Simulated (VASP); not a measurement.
Energy against volume of ZnF₂ (rutile). Calculation: MS2 meta-GGA, VASP's PBE PAW potentials (set 64) (plane waves; VASP). Run with 520 eV cut-off, 5×5×7 Γ-centred mesh, Gaussian smearing of 0.050 eV, potentials Zn F.

Shape and ions are relaxed at each volume.

```csv
V (Å³/atom),E (eV/atom)
10.960,-6.04217
11.309,-6.05519
11.659,-6.05892
12.009,-6.05431
```

Fit these four points and predict the energy of the run at 12.359 Å³/atom.

A cubic in V^(−2/3), the third-order Birch-Murnaghan form, passes through the four points with V0 = 11.63 Å³/atom and B0 = 128 GPa, and gives -6.0423 eV/atom there. The run gave -6.0441 eV/atom, -1.8 meV/atom from the fit; all five points give B0 = 120 GPa.

The compound is ZnF2 in the rutile structure. It was relaxed first.
